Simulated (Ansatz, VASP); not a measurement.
**One calculation of Be2B3, two programs**

```xyz
5
Lattice="3.5397 0.0000 0.0000 -1.7699 3.0655 0.0000 0.0000 0.0000 3.4980" Properties=species:S:1:pos:R:3 pbc="T T T"
Be    1.7699    1.0218    1.7490
Be    0.0000    2.0437    0.0000
B     0.0000    0.0000    2.6230
B     0.0000    0.0000    0.8751
B     1.7699    1.0218    0.0000
```

Change from the starting cell: species swapped into the Fe3Ge2 type (P-6m2, No. 187).

Alike in both runs: functional PBE; k mesh 15 × 15 × 10; occupations gaussian, width 0.1 eV; no spin polarisation.

Ansatz relaxed the structure, and its values are those at the end. VASP's run is a single point on that final structure, the one shown.

|  | VASP | Ansatz |
| --- | --- | --- |
| version | VASP 6.6.1 | Ansatz 0.2.0 |
| potentials or method | VASP PAW PBE potentials, release 64 (Be, B) | scalar-relativistic, plane waves, PAW |
| plane-wave cutoff (eV) | 520 | 420 |
| valence electrons in the cell | 13 | 13 |

|  | VASP | Ansatz | Ansatz less VASP |
| --- | --- | --- | --- |
| gap on the k mesh at the Fermi level (eV) | none | none | - |
| pressure (GPa) | 0.0 | 0.0 | -0.04 |

A gap of «none» marks a metal or a gap that the smearing closes.
